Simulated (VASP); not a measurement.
Here is a VASP 6.6.1 calculation.

File INCAR:

```
SYSTEM = P3W4
PREC = Accurate
ENCUT = 900
EDIFF = 1E-6
ISMEAR = 0
SIGMA = 0.05
LREAL = .FALSE.
LASPH = .TRUE.
NELM = 60
ALGO = Normal
ISIF = 2
LWAVE = .FALSE.
LCHARG = .TRUE.
GGA = B5
ALDAX = 1.0
AGGAX = 1.0
AGGAC = 1.0
ALDAC = 0.0
IVDW = 12
VDW_S6 = 1.0
VDW_S8 = 2.6996
VDW_A1 = 0.4298
VDW_A2 = 4.2359
LELF = .TRUE.
```

File KPOINTS:

```
Automatic mesh
0
G
  6 6 6
  0 0 0
```

Contents of POSCAR:

```
P3W4
4.8293
    1.000006212080      0.000000000000      0.000000000000
    0.000000000000      1.000006212080      0.000000000000
    0.000000000000      0.000000000000      1.000006212080
P W
3 4
Direct
    0.5000000000      0.5000000000      0.0000000000
    0.0000000000      0.5000000000      0.5000000000
    0.5000000000      0.0000000000      0.5000000000
    0.5000000000      0.5000000000      0.5000000000
    0.5000000000      0.0000000000      0.0000000000
    0.0000000000      0.5000000000      0.0000000000
    0.0000000000      0.0000000000      0.5000000000
```

Potentials or basis: VASP PAW PBE potentials, release 64 (P_h, W_sv).

The run is started by

```bash
$ cat potpaw_PBE.64/P_h/POTCAR potpaw_PBE.64/W_sv/POTCAR > POTCAR
$ mpirun -np 1 vasp_std > vasp.out
```

Task: What does it give for the dispersion energy per atom?

Result: -1.335 eV.

Task: Predict the pressure.

Result: -3.3 GPa.

Task: Predict the band gap on the k mesh.

Result: None (metal or under the smearing width).

Caveat: the PAW data sets were made with another functional, which shifts forces and pressure a little; pairwise dispersion overbinds metals, which lowers pressure and volume. Spin-orbit coupling is left out, which matters for the levels of W.
